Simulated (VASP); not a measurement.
Data:

```yaml
crystal:
  lattice:
    - [0.00000, 2.84447, 2.84447]
    - [2.84447, 0.00000, 2.84447]
    - [2.84447, 2.84447, 0.00000]
  atoms:
    - { symbol: Na, position: [0.00000, 0.00000, 0.00000] }
    - { symbol: Cl, position: [0.50000, 0.50000, 0.50000] }
```

Level of theory: Hartree-Fock, VASP's PBE PAW potentials (set 64) (plane waves; VASP). Settings: 520 eV cut-off, 6×6×6 Γ-centred mesh, Gaussian smearing of 0.050 eV, potentials Na_pv Cl.

Problem. Predict the energy per atom (σ→0), pressure, band gap (over the mesh, the named points and PBE's band edges) with the smallest direct gap where there is one.

Solution. 
The band gap (over the mesh, the named points and PBE's band edges) is 13.58 eV, the smallest direct gap (over the mesh, the named points and PBE's band edges) is 13.58 eV and the energy per atom (σ→0) is -6.176 eV/atom. The pressure is 1.23 GPa.

Total energies compare only between runs with the same potentials, cut-off and functional.

The compound is NaCl in the rock salt structure. It was relaxed first.
